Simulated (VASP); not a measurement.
Here is the system:

```
AlAs
1.0
    0.00000     2.86603     2.86603
    2.86603     0.00000     2.86603
    2.86603     2.86603     0.00000
Al As
1 1
Direct
  0.00000   0.00000   0.00000
  0.25000   0.25000   0.25000
```

These are PBE GGA, VASP's PBE PAW potentials (set 64) (plane waves; VASP) values and carry that method's errors. Run with 400 eV cut-off, 14×14×14 Γ-centred mesh, Gaussian smearing of 0.010 eV, potentials Al As.

Q: What does the run give for the energy per atom (σ→0), band gap (on the k-mesh) with the smallest direct gap where there is one?

A: 
```json
{
  "band gap (on the k-mesh)": "1.50 eV",
  "smallest direct gap (on the k-mesh)": "1.77 eV",
  "energy per atom (σ→0)": "-4.695 eV/atom"
}
```

The absolute energy has meaning only against runs of the same code, potentials and settings.

The compound is AlAs in the zinc blende structure. It was relaxed first.
